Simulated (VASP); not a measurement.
Computed with LDA (Ceperley-Alder, Perdew-Zunger), VASP's LDA PAW potentials (set 64) (plane waves; VASP 6.6.1).

VASP input:

**INCAR**
```
ALGO=Normal
EDIFF=1E-6
EDIFFG=-0.01
ENCUT=520
IBRION=2
ISIF=3
ISMEAR=0
LASPH=T
LCHARG=F
LMAXMIX=4
LREAL=F
LWAVE=F
NELM=100
NSW=60
PREC=Accurate
SIGMA=0.05
SYSTEM=ZnS
```

POSCAR:
```
ZnS
1.0
  0.0000000000   2.6511984042   2.6511984042
  2.6511984042   0.0000000000   2.6511984042
  2.6511984042   2.6511984042   0.0000000000
Zn S
1 1
Cart
  0.0000000000   0.0000000000   0.0000000000
  1.3255992021   1.3255992021   1.3255992021
```

### KPOINTS
```
Automatic mesh
0
Gamma
8 8 8
0 0 0
```

POTCAR, in this order: Zn S (LDA.64 set). Program: vasp_std.

Q: Predict the energy per atom (σ→0), band gap (on the k-mesh).

A: 
- energy per atom (σ→0) = -4.104 eV/atom
- band gap (on the k-mesh) = 2.15 eV

OSZICAR:
```
...
DAV:   6    -0.823996081638E+01    0.40523E+00   -0.98631E-01  1082   0.390E+01    0.598E+00
DAV:   7    -0.821420320085E+01    0.25758E-01   -0.34000E-01   789   0.634E+00    0.278E+00
DAV:   8    -0.820824379795E+01    0.59594E-02   -0.59412E-03   929   0.106E+00    0.704E-01
DAV:   9    -0.820761999904E+01    0.62380E-03   -0.11331E-03   864   0.361E-01    0.108E-01
DAV:  10    -0.820763982283E+01   -0.19824E-04   -0.89443E-05   834   0.111E-01    0.493E-02
DAV:  11    -0.820763686379E+01    0.29590E-05   -0.60808E-06   943   0.695E-02    0.482E-03
DAV:  12    -0.820763698060E+01   -0.11681E-06   -0.15665E-06   458   0.109E-02
   1 F= -.82076370E+01 E0= -.82076370E+01  d E =-.820764E+01
```

The compound is ZnS in the zinc blende structure. It was relaxed first, which changed the volume by -6 %. The start is the result of an earlier pass.
